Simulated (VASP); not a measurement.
# SrTl (Pm-3m) in VASP: elastic constants with LDA

Aim: the elastic constants of SrTl with LDA.

All numbers are computed with VASP 6.6.1; they aren't measurements. Logs are shortened: lines on timing, memory, paths and dates and some standing lists are left out, and cuts for length are marked.

## Step 1: The structure

The structure is cubic, space group Pm-3m (No. 221). Conventional cell: a = 4.032 Å, b = 4.032 Å, c = 4.032 Å, α = 90.00°, β = 90.00°, γ = 90.00°. Sr (site symmetry m-3m) is surrounded by 8 Tl at 3.49 Å. Around Tl (site symmetry m-3m) lie 8 Sr at 3.49 Å.

## Step 2: Elastic constants, LDA

Input file INCAR:

```
SYSTEM = SrTl
PREC = Accurate
ENCUT = 600
EDIFF = 1E-8
ISMEAR = -1
SIGMA = 0.05
LREAL = .FALSE.
LASPH = .TRUE.
NELM = 100
ALGO = Normal
ISIF = 3
LWAVE = .FALSE.
LCHARG = .FALSE.
GGA = CA
NBANDS = 18
IBRION = 6
NFREE = 2
POTIM = 0.015
NSW = 1
```

Input file KPOINTS:

```
regular mesh
0
G
  5 5 5
  0 0 0
```

Input file POSCAR:

```
SrTl
1.0
    4.0320000000      0.0000000000      0.0000000000
    0.0000000000      4.0320000000      0.0000000000
    0.0000000000      0.0000000000      4.0320000000
Sr Tl
1 1
Direct
    0.0000000000      0.0000000000      0.0000000000
    0.5000000000      0.5000000000      0.5000000000
```

Potentials or basis: VASP PAW LDA potentials, release 64 (Sr_sv, Tl_d).

Command:

```console
$ cat potpaw_LDA.64/Sr_sv/POTCAR potpaw_LDA.64/Tl_d/POTCAR > POTCAR
$ mpirun -np 1 vasp_std > vasp.out
```

OUTCAR:

```text
SYSTEM = SrTl
   PREC = Accurate
   ENCUT = 600
   EDIFF = 1E-8
   ISMEAR = -1
   LREAL = .FALSE.
   LASPH = .TRUE.
   NELM = 100
   ISIF = 3
   GGA = CA
   IBRION = 6
   NFREE = 2
   POTIM = 0.015
   NSW = 1

 ion  position               nearest neighbor table
   1  0.000  0.000  0.000-   2 3.49   2 3.49   2 3.49   2 3.49   2 3.49   2 3.49   2 3.49   2 3.49

   2  0.500  0.500  0.500-   1 3.49   1 3.49   1 3.49   1 3.49   1 3.49   1 3.49   1 3.49   1 3.49

  LATTYP: Found a simple cubic cell.
 ALAT       =     4.0320000000

  Lattice vectors:

 A1 = (   4.0320000000,   0.0000000000,   0.0000000000)
 A2 = (   0.0000000000,   4.0320000000,   0.0000000000)
 A3 = (   0.0000000000,   0.0000000000,   4.0320000000)

Analysis of symmetry for initial positions (statically):
=====================================================================
 Subroutine PRICEL returns:
 Original cell was already a primitive cell.

 Routine SETGRP: Setting up the symmetry group for a
 simple cubic supercell.

 Subroutine GETGRP returns: Found 48 space group operations
 (whereof 48 operations were pure point group operations)
 out of a pool of 48 trial point group operations.

The static configuration has the point symmetry O_h .

Analysis of symmetry for dynamics (positions and initial velocities):
=====================================================================
 Subroutine PRICEL returns:
 Original cell was already a primitive cell.

 Routine SETGRP: Setting up the symmetry group for a
 simple cubic supercell.

 Subroutine GETGRP returns: Found 48 space group operations
 (whereof 48 operations were pure point group operations)
 out of a pool of 48 trial point group operations.

The dynamic configuration has the point symmetry O_h .

 Subroutine INISYM returns: Found 48 space group operations
 (whereof 48 operations are pure point group operations),
 and found     1 'primitive' translations

----------------------------------------------------------------------------------------

                                     Primitive cell

  volume of cell :      65.5483

  direct lattice vectors                    reciprocal lattice vectors
     4.032000000  0.000000000  0.000000000     0.248015873  0.000000000  0.000000000
     0.000000000  4.032000000  0.000000000     0.000000000  0.248015873  0.000000000
     0.000000000  0.000000000  4.032000000     0.000000000  0.000000000  0.248015873

  length of vectors
     4.032000000  4.032000000  4.032000000     0.248015873  0.248015873  0.248015873

  position of ions in fractional coordinates (direct lattice)
     0.000000000  0.000000000  0.000000000
     0.500000000  0.500000000  0.500000000

  ion indices of the primitive-cell ions
   primitive index   ion index
                 1           1
                 2           2

----------------------------------------------------------------------------------------

 KPOINTS: regular mesh

Automatic generation of k-mesh.
 Grid dimensions read from file:
 generate k-points for:    5    5    5

 Generating k-lattice:

  Cartesian coordinates                     Fractional coordinates (reciprocal lattice)
     0.049603175  0.000000000  0.000000000     0.200000000  0.000000000  0.000000000
     0.000000000  0.049603175  0.000000000     0.000000000  0.200000000  0.000000000
     0.000000000  0.000000000  0.049603175     0.000000000  0.000000000  0.200000000

  Length of vectors
[... 65 lines left out ...]
   GGA     = CA    functional components
   LHFCALC =     F    Hartree Fock is set to
   AEXX    =    0.0000 exact exchange contribution
   IVDW    =     0    specifies the selected vdW correction
   LEPSILON=     F    determine dielectric tensor
   LRPA    =     F    only Hartree local field effects (RPA)
 finite differences with symmetry
 non-spin polarized calculation
  energy-cutoff  :      600.00
  volume of cell :       65.55
 maximum number of plane-waves:      2203
   NGX = 17   NGY = 17   NGZ = 17

--------------------------------------- Ionic step        1  -------------------------------------------

 number of electron      23.0000003 magnetization

 Free energy of the ion-electron system (eV)
  ---------------------------------------------------
  ext. energy  EPLUGINS =         0.00000000
  ---------------------------------------------------
  free energy    TOTEN  =        -5.81067620 eV

  energy without entropy =       -5.78575110  energy(sigma->0) =       -5.79821365

------------------------ aborting loop because EDIFF is reached ----------------------------------------

  FORCE on cell =-STRESS in cart. coord.  units (eV):
  Direction    XX          YY          ZZ          XY          YZ          ZX
  --------------------------------------------------------------------------------------
  -------------------------------------------------------------------------------------
  Total       -0.4655950     -0.4655950     -0.4655950      0.0000000      0.0000000      0.0000000
  in kB      -11.3803946    -11.3803946    -11.3803946      0.0000000      0.0000000      0.0000000
  external PRESSURE =     -11.3803946 kB  Pullay stress =       0.0000000 kB
[... 89 lines left out ...]
  FREE ENERGIE OF THE ION-ELECTRON SYSTEM (eV)
  ---------------------------------------------------
  free  energy   TOTEN  =        -5.8178721669 eV

  energy  without entropy=       -5.7932419255  energy(sigma->0) =       -5.80555705

[... ionic steps 4 to 14 ...]

--------------------------------------- Ionic step       15  -------------------------------------------

 number of electron      23.0000003 magnetization

------------------------ aborting loop because EDIFF is reached ----------------------------------------
[... 67 lines left out ...]
--------------------------------------- Ionic step       17  -------------------------------------------

 number of electron      23.0000003 magnetization

 Free energy of the ion-electron system (eV)
  ---------------------------------------------------
  ext. energy  EPLUGINS =         0.00000000
  ---------------------------------------------------
  free energy    TOTEN  =        -5.81052785 eV

  energy without entropy =       -5.78563120  energy(sigma->0) =       -5.79807953

 E-fermi :   4.3917     XC(G=0):  -9.5909

 val. band max:        4.2842112036   @ k =   0.2000   0.2000   0.2000
 cond. band min:       4.4378108642   @ k =   0.2000   0.2000   0.0000
 fundamental gap:      0.1535996605
 Fermi energy:         4.3917208916

 k-point     1 :       0.0000    0.0000    0.0000
  band No.  band energies     occupation
      1     -31.3782      2.00000
      2     -13.4291      2.00000
      3     -13.4291      2.00000
      4     -13.4290      2.00000
      5      -7.2109      2.00000
      6      -7.2108      2.00000
[... 396 lines left out ...]
  FREE ENERGIE OF THE ION-ELECTRON SYSTEM (eV)
  ---------------------------------------------------
  free  energy   TOTEN  =        -5.8105278506 eV

  energy  without entropy=       -5.7856312030  energy(sigma->0) =       -5.79807953

 INTERNAL STRAIN TENSORS FROM STRAINED CELLS
 ============================================

 INTERNAL STRAIN TENSOR FOR ION    1 for displacements in x,y,z  (eV/Angst):
          X           Y           Z          XY          YZ          ZX
  --------------------------------------------------------------------------------
  x     0.00000     0.00000     0.00000     0.00000     0.00000    -0.00000
  y     0.00000     0.00000     0.00000     0.00000     0.00000     0.00000
  z     0.00000     0.00000     0.00000     0.00000     0.00000     0.00000

 INTERNAL STRAIN TENSORS FROM DISPLACED ATOMS
 ============================================

 INTERNAL STRAIN TENSOR FOR ION    1 for displacements in x,y,z  (eV/Angst):
          X           Y           Z          XY          YZ          ZX
  --------------------------------------------------------------------------------
  x     0.00000     0.00000     0.00000     0.00000     0.00000     0.00000
  y     0.00000     0.00000     0.00000     0.00000     0.00000     0.00000
  z     0.00000     0.00000     0.00000     0.00000     0.00000     0.00000

 INTERNAL STRAIN TENSOR FOR ION    2 for displacements in x,y,z  (eV/Angst):
          X           Y           Z          XY          YZ          ZX
  --------------------------------------------------------------------------------
  x     0.00000     0.00000     0.00000     0.00000     0.00000     0.00000
  y     0.00000     0.00000     0.00000     0.00000     0.00000     0.00000
  z     0.00000     0.00000     0.00000     0.00000     0.00000     0.00000

 Eigenvectors and eigenvalues of the dynamical matrix
 ----------------------------------------------------

   1 f  =    2.298356 THz    14.440994 2PiTHz   76.664892 cm-1     9.505231 meV
             X         Y         Z           dx          dy          dz
      0.000000  0.000000  0.000000    -0.000000   -0.000000    0.836595
      2.016000  2.016000  2.016000    -0.000000   -0.000000   -0.547821
[... 21 lines left out ...]
   6 f/i=    0.000099 THz     0.000623 2PiTHz    0.003307 cm-1     0.000410 meV
             X         Y         Z           dx          dy          dz
      0.000000  0.000000  0.000000    -0.310857   -0.449925   -0.032293
      2.016000  2.016000  2.016000    -0.474720   -0.687096   -0.049315

--------------------------------------------------------------------------------------------------------

 ELASTIC MODULI CONTR FROM IONIC RELAXATION (kBar)
 Direction    XX          YY          ZZ          XY          YZ          ZX
 --------------------------------------------------------------------------------
 XX           0.0000      0.0000      0.0000      0.0000      0.0000      0.0000
 YY           0.0000      0.0000      0.0000      0.0000      0.0000      0.0000
 ZZ           0.0000      0.0000      0.0000      0.0000      0.0000      0.0000
 XY           0.0000      0.0000      0.0000      0.0000      0.0000      0.0000
 YZ           0.0000      0.0000      0.0000      0.0000      0.0000      0.0000
 ZX           0.0000      0.0000      0.0000      0.0000      0.0000      0.0000
 --------------------------------------------------------------------------------

 TOTAL ELASTIC MODULI (kBar)
 Direction    XX          YY          ZZ          XY          YZ          ZX
 --------------------------------------------------------------------------------
 XX          14.4351    398.4556    398.4556     -0.0000     -0.0000      0.0000
 YY         398.4556     14.4351    398.4556     -0.0000     -0.0000     -0.0000
 ZZ         398.4556    398.4556     14.4351     -0.0000      0.0000      0.0000
 XY          -0.0000     -0.0000     -0.0000    177.9771      0.0000      0.0000
 YZ          -0.0000     -0.0000      0.0000      0.0000    177.9771      0.0000
 ZX           0.0000     -0.0000      0.0000      0.0000      0.0000    177.9771
 --------------------------------------------------------------------------------
```

It took 1.9 min on 1 thread of AMD EPYC 9R45 (Zen 5), shared host; peak memory 0.22 GiB.

Results:

```
Elastic constants C11, C12, C44                         : 1, 40, 18 GPa
Voigt bulk modulus                                      : 27 GPa
Highest phonon frequency at Γ, LO-TO splitting left out : 77 cm⁻¹
```

Phonon frequencies in cm⁻¹ (negative: imaginary):
```tsv
q point	frequencies
(0.000, 0.000, 0.000)	0 0 0 77 77 77
```

Elastic tensor in Voigt notation (GPa, in the Cartesian axes of the cell as first typed):
```
 1 40 40  0  0  0
40  1 40  0  0  0
40 40  1  0  0  0
 0  0  0 18  0  0
 0  0  0  0 18  0
 0  0  0  0  0 18
```

Clamped-ion elastic tensor (GPa):
```
 1 40 40  0  0  0
40  1 40  0  0  0
40 40  1  0  0  0
 0  0  0 18  0  0
 0  0  0  0 18  0
 0  0  0  0  0 18
```

Caveat: the cell is under stress, which shifts elastic constants; the elastic tensor has a negative eigenvalue, so either the cell is unstable as it stands or the mesh is too thin. The run has no spin-orbit coupling, so splittings on Tl are missing.
